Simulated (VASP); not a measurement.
A run of VASP 6.6.1 is set up as follows.

File INCAR:

```
PREC     = Accurate       # precision mode
ENCUT    = 600            # plane-wave cutoff, eV
EDIFF    = 1E-8           # SCF threshold, eV
ISMEAR   = 0              # smearing method
SIGMA    = 0.02           # smearing width, eV
LREAL    = F              # projectors in reciprocal space
LASPH    = T              # aspherical terms in the spheres
NELM     = 80             # most SCF steps
ALGO     = Normal         # electronic algorithm
ISIF     = 2              # what is computed and relaxed
LWAVE    = F              # write WAVECAR
LCHARG   = F              # write CHGCAR
LEPSILON = T              # dielectric tensor by DFPT
IBRION   = 8              # ionic algorithm
NSW      = 1              # ionic steps
```

KPOINTS

```
regular mesh
0
Gamma
  10 10 10
```

File POSCAR:

```
SrO
1.0
    0.0000000000      2.5377300000      2.5377300000
    2.5377300000      0.0000000000      2.5377300000
    2.5377300000      2.5377300000      0.0000000000
Sr O
1 1
Direct
    0.0000000000      0.0000000000      0.0000000000
    0.5000000000      0.5000000000      0.5000000000
```

Potentials or basis: VASP PAW LDA potentials, release 64 (Sr_sv, O).

Command:

```bash
$ cat potpaw_LDA.64/Sr_sv/POTCAR potpaw_LDA.64/O/POTCAR > POTCAR
$ mpirun -np 1 vasp_std > vasp.out
```

(1) Estimate the electronic dielectric tensor (diagonal).

(2) Predict the Born charges (mean of the diagonal).

(3) Estimate the band gap on the k mesh.

## Answers

(1) 3.90.

(2) Sr +2.48; O -2.48 e.

(3) 3.07 eV, indirect (least direct gap 3.12 eV).
